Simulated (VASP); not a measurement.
Consider the following.

```xyz
1
Lattice="-1.3821 1.3821 1.3821 1.3821 -1.3821 1.3821 1.3821 1.3821 -1.3821" Properties=species:S:1:pos:R:3 pbc="T T T"
Ni     0.0000     0.0000     0.0000
```
Starting moments (μB, in the order of the record's atoms Ni): 0.7.

All values below come from r2SCAN meta-GGA, VASP's PBE PAW potentials (set 64) (plane waves; VASP). Run with 400 eV cut-off, 21×21×21 Γ-centred mesh, tetrahedra with Blöchl corrections, potentials Ni.

Task: Estimate the cell moment, energy per atom (σ→0), band gap (over mesh and band path) with the smallest direct gap where there is one.

Result: 
| Quantity | Value |
|---|---|
| band gap (over mesh and band path) | none (metal, semimetal or under 0.01 eV) |
| cell moment | 0.60 μB |
| energy per atom (σ→0) | -11.831 eV/atom |

Task: Give the moment on each site (PAW-sphere projection).

Result: 
| site | moment (μB) |
|---|---|
| Ni1 | 0.62 |

Only differences to runs with the same potentials and settings are physical.

The structure was generated: Ni was put into the bcc type (Im-3m), which need not be its known phase. It was relaxed first.
